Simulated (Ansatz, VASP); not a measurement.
# CsIr16 in two plane-wave programs, part 2 of 2

Aim: how closely do two programs agree when they are given the same cell, functional and k mesh?

VASP 6.6.1 and Ansatz 0.2.0.

So far: The starting structure; VASP: single point, PBE.

### 3. Ansatz: single point, PBE

Level of this step: Ansatz beside VASP: Kohn-Sham DFT, plane waves, PBE (Ansatz).

Ansatz runs on its default PAW (the set named soft_2) files.

The same cell, functional, mesh and smearing now go to Ansatz, which takes its cutoff from its data sets.

Contents of input.yaml:

```yaml
crystal:
  lattice:
    - [5.4730064864, 0.0, 0.0]
    - [2.7365032432, 4.7397626523, 0.0]
    - [0.0, 0.0, 24.3530366253]
  atoms:
    - { symbol: Cs, position: [0.3357904068, 0.3333700705, 0.7078850921] }
    - { symbol: Ir, position: [0.9998906577, 4.97982e-05, 0.5823970791] }
    - { symbol: Ir, position: [0.5014897285, 0.9969457402, 0.5814512209] }
    - { symbol: Ir, position: [0.9970627774, 0.5013861457, 0.5814497252] }
    - { symbol: Ir, position: [0.5015607312, 0.5015662443, 0.5814242235] }
    - { symbol: Ir, position: [0.8340712466, 0.3320577633, 0.4898810277] }
    - { symbol: Ir, position: [0.3334390752, 0.3332708122, 0.4905195372] }
    - { symbol: Ir, position: [0.8340852347, 0.8339500517, 0.4899166466] }
    - { symbol: Ir, position: [0.332283222, 0.8338844039, 0.4898640676] }
    - { symbol: Ir, position: [0.166666667, 0.166666667, 0.399717936] }
    - { symbol: Ir, position: [0.666666667, 0.166666667, 0.399717936] }
    - { symbol: Ir, position: [0.166666667, 0.666666667, 0.399717936] }
    - { symbol: Ir, position: [0.666666667, 0.666666667, 0.399717936] }
    - { symbol: Ir, position: [0.0, 0.0, 0.307969807] }
    - { symbol: Ir, position: [0.5, 0.0, 0.307969807] }
    - { symbol: Ir, position: [0.0, 0.5, 0.307969807] }
    - { symbol: Ir, position: [0.5, 0.5, 0.307969807] }
hamiltonian:
  xc: pbe
  pseudopotentials: { kind: paw }
kpoints:
  mp_grid: { grid: [4, 4, 1] }
scf:
  occupations: { method: gaussian, width: 0.1 }
  n_extra_bands: 8
output:
  forces: true
  eigenvalues: true
```

Run with:

```sh
$ ansatz run input.yaml --threads 8 --pin off --max-ram 18432MiB --backend cpu --events-out ev --progress --plain --runs-dir out
```

Numbers of over 12 decimals in the logs are rounded to 6 here.

What it wrote:

```text
scf.n_extra_bands = 8 over 141 filled bands (N_el = 281.0): the run solves 149 bands
Engine: ansatz 0.2.0, aarch64-unknown-linux-gnu
Pseudopotentials: kind: paw
Pseudopotential: Cs, paw, valence charge 9, recommended cutoff 420 eV (normal), Cs.paw.azcp
Pseudopotential: Ir, paw, valence charge 17, recommended cutoff 420 eV (normal), Ir.paw.azcp
Functional definition: PBE
  parameter kappa = 0.804
  parameter beta = 0.066725
  exchange = pbe_x(kappa = kappa, mu = beta*pi^2/3)
  correlation = pbe_c(beta = beta)
Crystal: 17 atoms, lattice volume = 631.736 Å³
Basis set: ecut = 420 eV, 12291 PW (Γ), exchange–correlation on 80×80×360 points (8 copies of the dense FFT grid, shifted against one another)
Bands: 149, of which v1, the nominal top of the filled ones, is band 141 counted from 1 (140 counted from 0)
Symmetry: 1 space group operations
Space group: P1 (ITA 1), of the structure as read, at distance tolerance 8.6e-5 Å
k-points: 10 of 16 (time reversal used)
Non-local potential: Cs, projectors of the file, l = 0: 3, l = 1: 2, l = 2: 2, l = 3: 2
Non-local potential: Ir, projectors of the file, l = 0: 3, l = 1: 2, l = 2: 2, l = 3: 1
PAW form: soft (Blöchl's): semilocal exchange-correlation on the pseudo side does not see the compensation charge
PAW one-centre angular grid: Cs, 194 points (default); XC on 64 Gauss nodes
PAW one-centre angular grid: Ir, 590 points (default); XC on 64 Gauss nodes
Initial density: superposition of atomic densities (neutral atoms: chi_scale 0, normalization atom), corrected by the library's trained network
Initial wavefunctions: pseudopotential atomic-orbital guess
Functional: x = pbe(κ = 0.804, μ = 0.219515), c = pbe(β = 0.066725)
SCF iter   1: F=—  HF=-196631.846951 eV  |F-HF|=—  |Δ(HF+E_count)|=         —  Δρ=3.81e-2  dr2=2.19e2  ethr=1.77e-3  ⟨swp⟩=7.1  Hψ=6137  notcnv=0
preconditioner: auto → LDOS  [metal: Δε(μ)=0.013 eV  Ē_g=4.532 eV  σ=0.100 eV  W_gap=0.07  n_scr=138 (ndim 8)  ℏωp=18.3 eV  f_vac=0.523  D(μ)=30.45/eV (n_scr^D=304)  β→1.0]
SCF iter   2: F=—  HF=-196630.504602 eV  |F-HF|=—  |Δ(HF+E_count)|=    1.34e0  Δρ=2.43e-2  dr2=5.25e0  ethr=1.77e-3  ⟨swp⟩=2.4  Hψ=2491  notcnv=0  defer=7
SCF iter   3: F=—  HF=-196629.776687 eV  |F-HF|=—  |Δ(HF+E_count)|=   7.28e-1  Δρ=8.94e-3  dr2=1.62e0  ethr=1.77e-3  ⟨swp⟩=2.2  Hψ=1836  notcnv=0  defer=7
SCF iter   4: F=—  HF=-196629.729001 eV  |F-HF|=—  |Δ(HF+E_count)|=   4.77e-2  Δρ=4.02e-3  dr2=7.37e-1  ethr=5.77e-4  ⟨swp⟩=2.0  Hψ=1712  notcnv=0  defer=1
SCF iter   5: F=—  HF=-196629.704099 eV  |F-HF|=—  |Δ(HF+E_count)|=   2.49e-2  Δρ=1.54e-3  dr2=1.22e-1  ethr=2.62e-4  ⟨swp⟩=1.5  Hψ=1697  notcnv=0  defer=1
SCF iter   6: F=—  HF=-196629.701872 eV  |F-HF|=—  |Δ(HF+E_count)|=   2.23e-3  Δρ=1.73e-4  dr2=3.39e-4  ethr=4.35e-5  ⟨swp⟩=2.0  Hψ=1983  notcnv=0  defer=1
SCF iter   7: F=—  HF=-196629.702265 eV  |F-HF|=—  |Δ(HF+E_count)|=   3.94e-4  Δρ=1.01e-4  dr2=8.55e-5  ethr=1.20e-7  ⟨swp⟩=3.0  Hψ=3550  notcnv=0  defer=1
SCF iter   8: F=—  HF=-196629.702893 eV  |F-HF|=—  |Δ(HF+E_count)|=   6.28e-4  Δρ=3.12e-5  dr2=1.41e-5  ethr=3.04e-8  ⟨swp⟩=2.3  Hψ=2533  notcnv=0  defer=1
SCF iter   9: F=—  HF=-196629.702892 eV  |F-HF|=—  |Δ(HF+E_count)|=   4.74e-7  Δρ=1.20e-5  dr2=2.34e-6  ethr=5.03e-9  ⟨swp⟩=2.7  Hψ=2438  notcnv=0  defer=1
SCF iter  10: F=—  HF=-196629.702892 eV  |F-HF|=—  |Δ(HF+E_count)|=   2.81e-7  Δρ=6.17e-6  dr2=2.53e-7  ethr=8.32e-10  ⟨swp⟩=2.5  Hψ=2450  notcnv=0  defer=1
SCF iter  11: F=-196629.702892 eV  HF=-196629.702892 eV  |F-HF|=1.00e-8  |Δ(HF+E_count)|=   2.99e-8  Δρ=1.84e-6  dr2=3.25e-8  ethr=3.56e-11  ⟨swp⟩=8.6  Hψ=6480  notcnv=0
SCF 1 converged in 11 iterations: F = -196629.702892 eV  dr2 = 3.25e-8
  greatest PAW one-centre occupation: 1.000 electrons in one spin orbital (limit 2), on the Ir atom at site 9 (counted from 0), in its partial waves of l = 0
SCF converged after 11 iterations
Free energy (F): -196629.702892 eV
Harris-Foulkes:  -196629.702892 eV  (|F-HF|=1.00e-8)
Internal energy: -196629.604818 eV  (E = F + TS)
E sigma→0 (E₀):  -196629.653855 eV
Entropy (-TS):   -0.098074 eV (-5.769 meV/atom)
Fermi energy:    7.841137 eV
--- Per-component energies (eV) ---
  E_band       = -6139.064653
  E_kinetic    = 10078.503574
  E_local      = -445198.115265  (includes V_loc(G=0)·N_el)
  E_nonlocal   = 1195.906095
  E_hartree    = 218210.278921
  E_xc         = -4445.963177
  E_vxc        = -4906.266634  (∫ρ·V_xc dr)
  E_paw        = -152640.070757  (= ΣΔE_a)
  E_vpaw       = -3729.572379  (= ΣTr[D̂ρ^β])
  E_aug_tail   = 0.000881  (compensation charges beyond the density's cutoff)
  E_ewald      = 176169.854911
  E_smearing   = -0.098074  (= −TS)
  E_closure    = 0.000000  (closes the sum)
  Σ components = -196629.702892   (vs F -196629.702892, Δ=0.00e0)
--- Forces (eV/Å), atoms counted from 1 ---
  atom   1  Cs    -0.00031729     0.00016526    -0.03047727
  atom   2  Ir     0.00636227    -0.00344975    -0.05216578
  atom   3  Ir     0.00032521    -0.01562900    -0.02827440
  atom   4  Ir    -0.01228865     0.01056346    -0.02401341
  atom   5  Ir     0.01134442     0.00729027    -0.02806053
  atom   6  Ir    -0.00058729     0.02438766    -0.01426289
  atom   7  Ir    -0.00231765     0.00225178    -0.03690305
  atom   8  Ir    -0.02441984    -0.01446148    -0.01831961
  atom   9  Ir     0.01448136    -0.00862818    -0.01041353
  atom  10  Ir     0.02492256     0.01350111    -0.18139247
  atom  11  Ir    -0.02204719     0.01166816    -0.18022825
  atom  12  Ir    -0.00018404    -0.02729711    -0.17978591
  atom  13  Ir     0.00392908    -0.00009717    -0.11233667
  atom  14  Ir    -0.00014754    -0.00025508     0.22540821
  atom  15  Ir     0.00028574     0.02119620     0.22353428
  atom  16  Ir     0.01887190    -0.01065426     0.22377916
  atom  17  Ir    -0.01821340    -0.01055205     0.22400524
  max |Σ_I F_I| component: 9.31e-5 eV/Å
--- Band table (eV; the first three rows and the last of 10) ---
  k-point 0: bands = [... 137 lower, 8.4144, 8.4309, 8.5562, 8.5563, 8.5877, 8.6819, 8.6822, 8.6836, ... 4 higher]
  k-point 1: bands = [... 137 lower, 7.7154, 7.7217, 7.8947, 7.9427, 7.9640, 8.0458, 8.0939, 8.0948, ... 4 higher]
  k-point 2: bands = [... 137 lower, 6.9261, 6.9467, 6.9979, 7.2741, 7.2894, 7.8697, 7.8746, 7.9520, ... 4 higher]
  k-point 9: bands = [... 137 lower, 6.9263, 6.9455, 6.9990, 7.2740, 7.2898, 7.8693, 7.8752, 7.9517, ... 4 higher]
```

The job ended after 27 s (8 threads of Arm Neoverse N1, shared host; peak memory 3.5 GiB).

### 4. Differences

Known differences besides the potentials themselves: the data sets hold 281 valence electrons in Ansatz (default PAW (the set named soft_2) files) and 153 in VASP; the cutoff is 420 eV in Ansatz and 330 eV in VASP (PREC = Normal, projectors in real space). Total energies have different zeros and are not compared.

Forces on 10 of the 17 atoms, those with the largest forces and the largest differences (eV/Å; atoms numbered as in POSCAR):

```tsv
atom	Ansatz x, y, z	VASP x, y, z
Ir2	0.006, -0.003, -0.052	0.004, -0.003, -0.013
Ir7	-0.002, 0.002, -0.037	-0.001, 0.001, 0.022
Ir10	0.025, 0.014, -0.181	0.025, 0.014, -0.215
Ir11	-0.022, 0.012, -0.180	-0.023, 0.012, -0.214
Ir12	0.000, -0.027, -0.180	0.000, -0.028, -0.213
Ir13	0.004, 0.000, -0.112	0.004, 0.000, -0.146
Ir14	0.000, 0.000, 0.225	0.000, -0.001, 0.193
Ir15	0.000, 0.021, 0.224	0.000, 0.021, 0.190
Ir16	0.019, -0.011, 0.224	0.019, -0.011, 0.190
Ir17	-0.018, -0.011, 0.224	-0.019, -0.011, 0.191
```

The forces differ by 19 meV/Å r.m.s., which is 24.4 % of the r.m.s. force of 0.08 eV/Å (both taken over all components).

### 5. Other set-ups

Further runs change the set-up of one program: Ansatz's method, potentials or start, or VASP's data sets, cutoff or form of LDA. The table gives Ansatz less VASP for each quantity, since a change that brings one quantity closer may part another.

```tsv
run	r.m.s. force difference (meV/Å)
as above	19
norm-conserving potentials (cutoff 925 eV)	18
```

### 6. What came out

```
r.m.s. force difference (single point, PBE) : 19 meV/Å
```

**Reading.** The r.m.s. force difference is 19 meV/Å (single point, PBE), beyond the 12 meV/Å picked in this series as the mark of a large difference. For single point, PBE, no further run moves any of the tabulated differences by more than a quarter of its size. 1 further run of this series is not shown here. How closely two codes agree says nothing of how well the functional describes the real material.

[Lines on the potential files, build, host, timing and source positions are cut from VASP's logs without a mark.]

[Logs are printed without paths, hosts, clocks, repeated set-up lines and the standing remarks that a program may print on its own settings, such as how far it seeks lower states.]

[Hosts, paths, dates, database ids (printed as entryN), source tags and the programs' standing remarks are cut or masked in the printed files.]
